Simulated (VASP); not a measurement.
Here is the system:

```yaml
crystal:
  lattice:
    - [0.00000, 2.77356, 2.77356]
    - [2.77356, 0.00000, 2.77356]
    - [2.77356, 2.77356, 0.00000]
  atoms:
    - { symbol: Cd, position: [0.00000, 0.00000, 0.00000] }
    - { symbol: F, position: [0.25000, 0.25000, 0.25000] }
    - { symbol: F, position: [0.75000, 0.75000, 0.75000] }
```

Level of theory: PBE GGA, VASP's PBE PAW potentials (set 64) (plane waves; VASP 6.6.1). Settings: 520 eV cut-off, 7×7×7 Γ-centred mesh, Gaussian smearing of 0.050 eV, potentials Cd F.

Question: Give the stress tensor in GPa (positive for a compressed cell).

Answer: 
```
-2.66   0.00   0.00
 0.00  -2.66   0.00
 0.00   0.00  -2.66
```
The pressure is its mean diagonal, -2.66 GPa.

The compound is CdF2 in the fluorite structure. This cell is one point of a volume scan, at 1.03 of the reference volume.
